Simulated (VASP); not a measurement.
Here is a VASP 6.6.1 calculation.

INCAR

```
SYSTEM = LaSi2
  PREC = Accurate
  ENCUT = 520
  EDIFF = 1E-7
  ISMEAR = 0
  SIGMA = 0.1
  LREAL = .False.
  LASPH = .True.
  NELM = 60
  ALGO = Normal
  ISIF = 2
  LWAVE = .False.
  LCHARG = .False.
  LNONCOLLINEAR = .True.
  MAGMOM = 0 0 0 0 0 0 0 0 0 0 0 0 0 0 0 0 0 0
  LORBIT = 11
  LSORBIT = .True.
  GGA_COMPAT = .False.
  LMAXMIX = 6
  GGA = PS
  NBANDS = 54
```

Contents of KPOINTS:

```
Automatic mesh
0
Gamma
  12 12 12
  0 0 0
```

File POSCAR:

```
LaSi2
1.0
   -2.1286400000      2.1286400000      6.9484100000
    2.1286400000     -2.1286400000      6.9484100000
    2.1286400000      2.1286400000     -6.9484100000
La Si
2 4
Direct
    0.5000000000      0.5000000000      0.0000000000
    0.2500000000      0.7500000000      0.5000000000
    0.8345800000      0.3345800000      0.5000000000
    0.0845800000      0.0845800000      0.0000000000
    0.6654200000      0.1654200000      0.5000000000
    0.9154200000      0.9154200000      0.0000000000
```

Potentials or basis: VASP PAW PBE potentials, release 64 (La, Si).

Launch:

```bash
$ cat potpaw_PBE.64/La/POTCAR potpaw_PBE.64/Si/POTCAR > POTCAR
$ mpirun -np 1 vasp_ncl > vasp.out
```

Q: Predict the pressure.

A: 0.0 GPa.

Q: Estimate the net moment.

A: 0.00 μB per cell.

Moments on the atoms (μB; x, y, z):
```
La  0.00 0.00 0.00
La  0.00 0.00 0.00
Si  0.00 0.00 0.00
Si  0.00 0.00 0.00
Si  0.00 0.00 0.00
Si  0.00 0.00 0.00
```

Caveat: the PAW data sets were made with another functional, which shifts forces and pressure a little.
